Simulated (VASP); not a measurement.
Here is a VASP 6.6.1 calculation.

File INCAR:

```
PREC     = Accurate       # precision mode
ENCUT    = 520            # plane-wave cutoff, eV
EDIFF    = 1E-7           # SCF threshold, eV
ISMEAR   = -1             # smearing method
SIGMA    = 0.05           # smearing width, eV
LREAL    = F              # projectors in reciprocal space
LASPH    = T              # aspherical terms in the spheres
NELM     = 60             # most SCF steps
ALGO     = Normal         # electronic algorithm
ISIF     = 2              # what is computed and relaxed
LWAVE    = F              # write WAVECAR
LCHARG   = F              # write CHGCAR
GGA      = PS             # functional
NBANDS   = 33             # bands
KPAR     = 2
```

Contents of KPOINTS:

```
Automatic mesh
0
Gamma
  6 6 10
```

File POSCAR:

```
MoN2
1.0
    4.3480530000      0.0000000000      0.0000000000
    0.0000000000      4.3480530000      0.0000000000
    0.0000000000      0.0000000000      2.7674600000
Mo N
2 4
Direct
    0.0054570000      0.0144110000     -0.0105480000
    0.5038170000      0.5032590000     -0.0019910000
    0.6157790000      0.8857110000      0.4952830000
    0.3834860000      0.1159040000      0.4976280000
    0.1069550000      0.6130240000      0.5085940000
    0.8778680000      0.3894000000      0.4879290000
```

Potentials or basis: VASP PAW PBE potentials, release 64 (Mo_sv, N).

Launch:

```sh
$ cat potpaw_PBE.64/Mo_sv/POTCAR potpaw_PBE.64/N/POTCAR > POTCAR
$ mpirun -np 2 vasp_std > vasp.out
```

(1) What does it give for the band gap on the k mesh?

(2) What does it give for the largest force?

Answers

(1) none (metal or under the smearing width).

(2) 1.353 eV/Å.

Caveat: the PAW data sets were made with another functional, which shifts forces and pressure a little.
